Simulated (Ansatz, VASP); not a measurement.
# One calculation of NaB, two programs

INCAR

```
SYSTEM = NaB
PREC = Accurate ; ENCUT = 600
EDIFF = 1E-6 ; ISMEAR = 0
SIGMA = 0.1 ; LREAL = .False.
LASPH = .True. ; NELM = 60
ALGO = Normal ; ISIF = 3
LWAVE = .False. ; LCHARG = .False.
GGA = PE ; IBRION = 2
NSW = 90 ; EDIFFG = -0.04
```

The input KPOINTS:

```
regular mesh
0
Gamma
  6 6 6
  0 0 0
```

The input POSCAR:

```
NaB
1.0
    3.6053803400      0.0000000000      0.0000000000
    0.0000000000      3.6053803400      0.0000000000
    0.0000000000      0.0000000000      3.6053803400
Na B
1 1
Direct
    0.5000000000      0.5000000000      0.5000000000
    0.0000000000      0.0000000000      0.0000000000
```

Input for Ansatz:

```yaml
crystal:
  lattice:
    - [3.60538034, 0.0, 0.0]
    - [0.0, 3.60538034, 0.0]
    - [0.0, 0.0, 3.60538034]
  atoms:
    - { symbol: Na, position: [0.5, 0.5, 0.5] }
    - { symbol: B, position: [0.0, 0.0, 0.0] }
basis:
  ecutwfc: 420
kpoints:
  mp_grid: { grid: [6, 6, 6] }
hamiltonian:
  xc: pbe
scf:
  occupations: { method: gaussian, width: 0.1 }
  lower_state_search: "off"
output:
  forces: true
  stress: true
  eigenvalues: true
relax:
  adjacent_minimum: "off"
  f_tol: 0.04
  max_steps: 70
  cell: { stress_tol: 0.4 }
```

Alike in both runs: task relaxation of cell and atoms; functional PBE; k mesh 6 × 6 × 6; occupations gaussian, width 0.1 eV; no spin polarisation.

|  | VASP | Ansatz |
| --- | --- | --- |
| version | VASP 6.6.1 | Ansatz 0.2.0 |
| potentials or method | VASP PAW PBE potentials, release 64 (Na_pv, B) | scalar-relativistic, plane waves, PAW |
| plane-wave cutoff (eV) | 600 | 420 |
| valence electrons in the cell | 10 | 12 |

|  | VASP | Ansatz | Ansatz less VASP |
| --- | --- | --- | --- |
| gap on the k mesh at the Fermi level, each at its own relaxed structure (eV) | none | none | - |
| relaxed volume (Å³/atom) | 15.72 | 15.49 | -0.231 |
| relaxed cell length with the largest relative difference (Å) | 3.156 | 3.141 | -0.0155 |
| energy change over the relaxation (meV/atom) | -210 | -211 | -0.9 |

A gap of «none» marks a metal or a gap that the smearing closes. The two sets of potentials don't hold the same shells in valence.

Caveats: the volume moved by over 15 % at a fixed basis, so the end points are rough (VASP).
